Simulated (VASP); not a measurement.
Consider the following.

```xyz
4
Lattice="3.4826 0.0000 0.0000 0.0000 3.4826 0.0000 0.0000 0.0000 3.4826" Properties=species:S:1:pos:R:3 pbc="T T T"
Al     0.0000     0.0000     0.0000
Ni     0.0000     1.7413     1.7413
Ni     1.7413     0.0000     1.7413
Ni     1.7413     1.7413     0.0000
```
Starting moments (μB, in the order of the record's atoms Al Ni Ni Ni): 0.0 0.3 0.3 0.3.

Method: r2SCAN+rVV10, VASP's PBE PAW potentials (set 64) (plane waves; VASP). Numerical set-up: 520 eV cut-off, 9×9×9 Γ-centred mesh, first-order Methfessel-Paxton smearing of 0.10 eV, potentials Al Ni.

Q: Give the stress tensor in GPa (positive for a compressed cell).

A: 
```
6.81  0.00  0.00
0.00  6.81  0.00
0.00  0.00  6.81
```
The pressure is its mean diagonal, 6.81 GPa.

The compound is Ni3Al in the L1_2 structure. This cell is one point of a volume scan, at 0.97 of the reference volume.
